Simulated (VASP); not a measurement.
Here is the system:

```yaml
crystal:
  lattice:
    - [0.00000, 2.38425, 2.38425]
    - [2.38425, 0.00000, 2.38425]
    - [2.38425, 2.38425, 0.00000]
  atoms:
    - { symbol: Na, position: [0.00000, 0.00000, 0.00000] }
    - { symbol: F, position: [0.50000, 0.50000, 0.50000] }
```

Level of theory: vdW-DF-cx, VASP's PBE PAW potentials (set 64) (plane waves; VASP). Numerical set-up: 520 eV cut-off, 10×10×10 Γ-centred mesh, Gaussian smearing of 0.050 eV, potentials Na_pv F.

Problem. Predict the energy per atom (σ→0), pressure, band gap (on the k-mesh) with the smallest direct gap where there is one.

Solution. 
```json
{
  "band gap (on the k-mesh)": "6.14 eV",
  "smallest direct gap (on the k-mesh)": "6.14 eV",
  "energy per atom (σ→0)": "-2.235 eV/atom",
  "pressure": "-2.20 GPa"
}
```

Total energies compare only between runs with the same potentials, cut-off and functional.

The compound is NaF in the rock salt structure. This cell is one point of a volume scan, at 1.06 of the reference volume.
